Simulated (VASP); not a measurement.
An input for Ansatz (written as the equivalent of a VASP run, and not itself run):

Ansatz 0.2 input:
```yaml
crystal:
  lattice:
    - [1.5260276, -2.6431574, 0.0000000]
    - [1.5260276, 2.6431574, 0.0000000]
    - [0.0000000, 0.0000000, 4.6312079]
  atoms:
    - { symbol: Ti, position: [0.3333330, 0.6666670, 0.2500000] }
    - { symbol: Ti, position: [0.6666670, 0.3333330, 0.7500000] }
kpoints:
  mp_grid: { grid: [14, 14, 8] }
hamiltonian:
  xc: r2scan
  pseudopotentials: { kind: paw }
scf:
  occupations: { method: methfessel_paxton, width: 0.1 }
  max_iter: 100
output: { forces: true, stress: true, eigenvalues: true }
```

Translate this input to VASP (INCAR, KPOINTS, POSCAR, choice of POTCAR).

One answer among several that fit: 
**KPOINTS**
```
Automatic mesh
0
Gamma
14 14 8
0 0 0
```

INCAR:
```
ENCUT=480   ! plane-wave cut-off (eV)
LREAL=.FALSE.
SYSTEM=Ti
NELM=100   ! most electronic steps
LMIXTAU=.TRUE.
LASPH=.TRUE.
LMAXMIX=4   ! l cut-off of mixed one-centre charges
LWAVE=.FALSE.
PREC=Accurate
ISMEAR=1   ! Methfessel-Paxton
SIGMA=0.1   ! width (eV)
ALGO=Normal   ! blocked Davidson
METAGGA=R2SCAN
ISIF=2   ! forces and stress, cell fixed
EDIFF=1E-7
LCHARG=.FALSE.
```

File POSCAR:
```
Ti
1
    1.5260276212    -2.6431574340     0.0000000000
    1.5260276212     2.6431574340     0.0000000000
    0.0000000000     0.0000000000     4.6312079152
Ti
2
Direct
  0.3333330000   0.6666670000   0.2500000000
  0.6666670000   0.3333330000   0.7500000000
```

POTCAR, in this order: Ti_sv (PBE.64 set). Program: vasp_std.

Limits of the translation: each code has its own PAW files, so the cut-off isn't converted (ENCUT is set for VASP's; basis.ecutwfc is left out, and Ansatz then takes the one that its files recommend); Ansatz stops its SCF on the density residual and VASP on the energy change (EDIFF).

The compound is Ti in the hcp structure. This cell was strained or had an atom moved on purpose.
